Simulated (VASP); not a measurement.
OSZICAR of a VASP run on LiCl (rock salt):

### OSZICAR
```
       N       E                     dE             d eps       ncg     rms          rms(c)
DAV:   1     0.456334907579E+02    0.45633E+02   -0.42749E+03   522   0.102E+03
DAV:   2    -0.528678470622E+01   -0.50920E+02   -0.49225E+02   720   0.163E+02
DAV:   3    -0.739214902400E+01   -0.21054E+01   -0.21035E+01   631   0.398E+01
DAV:   4    -0.745095932899E+01   -0.58810E-01   -0.58710E-01   825   0.625E+00
DAV:   5    -0.745142046138E+01   -0.46113E-03   -0.46112E-03   675   0.546E-01    0.238E+00
DAV:   6    -0.737992042758E+01    0.71500E-01   -0.17537E-01   591   0.244E+00    0.171E+00
DAV:   7    -0.738168517813E+01   -0.17648E-02   -0.57945E-02   745   0.156E+00    0.922E-01
DAV:   8    -0.738605801832E+01   -0.43728E-02   -0.87894E-03   589   0.797E-01    0.140E-01
DAV:   9    -0.738604893491E+01    0.90834E-05   -0.31591E-04   698   0.160E-01    0.426E-02
DAV:  10    -0.738611436478E+01   -0.65430E-04   -0.11439E-04   563   0.976E-02    0.226E-02
DAV:  11    -0.738612068532E+01   -0.63205E-05   -0.58212E-06   758   0.231E-02    0.523E-03
DAV:  12    -0.738612222183E+01   -0.15365E-05   -0.42297E-07   540   0.605E-03    0.327E-03
DAV:  13    -0.738612154726E+01    0.67457E-06   -0.14820E-07   271   0.349E-03
   1 F= -.78337213E+01 E0= -.78337213E+01  d E =-.783372E+01
       N       E                     dE             d eps       ncg     rms          rms(c)
DAV:   1    -0.743331815524E+01   -0.47196E-01   -0.10380E+00   522   0.777E+00    0.156E+00
DAV:   2    -0.738761352388E+01    0.45705E-01   -0.11936E-01   649   0.246E+00    0.530E-01
DAV:   3    -0.738189608035E+01    0.57174E-02   -0.22981E-02   541   0.984E-01    0.342E-01
DAV:   4    -0.738178553853E+01    0.11054E-03   -0.64146E-04   888   0.232E-01    0.627E-02
DAV:   5    -0.738179985121E+01   -0.14313E-04   -0.76885E-05   695   0.759E-02    0.188E-02
DAV:   6    -0.738179530166E+01    0.45495E-05   -0.22886E-06   595   0.182E-02    0.660E-03
DAV:   7    -0.738179497810E+01    0.32357E-06   -0.72722E-07   272   0.870E-03
   2 F= -.78446815E+01 E0= -.78446815E+01  d E =-.109602E-01
       N       E                     dE             d eps       ncg     rms          rms(c)
DAV:   1    -0.741220618170E+01   -0.30411E-01   -0.83183E-01   522   0.699E+00    0.139E+00
DAV:   2    -0.737603552309E+01    0.36171E-01   -0.93729E-02   648   0.220E+00    0.478E-01
DAV:   3    -0.737133645656E+01    0.46991E-02   -0.18685E-02   542   0.889E-01    0.306E-01
DAV:   4    -0.737124343771E+01    0.93019E-04   -0.51051E-04   886   0.205E-01    0.570E-02
DAV:   5    -0.737125528703E+01   -0.11849E-04   -0.61527E-05   697   0.676E-02    0.171E-02
DAV:   6    -0.737125145868E+01    0.38284E-05   -0.18794E-06   579   0.165E-02    0.580E-03
DAV:   7    -0.737125124858E+01    0.21010E-06   -0.56264E-07   267   0.774E-03
   3 F= -.78482759E+01 E0= -.78482759E+01  d E =-.145547E-01
```

### Question
Which electronic solver shows in the log?

### Answer
It is blocked Davidson (ALGO = Normal, or the opening steps of other solvers). The INCAR had ALGO = Normal.

### Question
Can the final energy be trusted as converged?

### Answer
The calculation finished and met its thresholds. It stopped with EDIFF = 1E-6, NELM = 100, NSW = 60 and EDIFFG = -0.01 after 3 ionic steps (PBE GGA with D3 dispersion (Becke-Johnson damping), plane waves, VASP's PBE PAW potentials (set 64)). Energy and stress use the plane-wave basis of the starting cell.

The compound is LiCl in the rock salt structure. This run relaxes it. Symmetry was kept, so distortions that lower it aren't found.
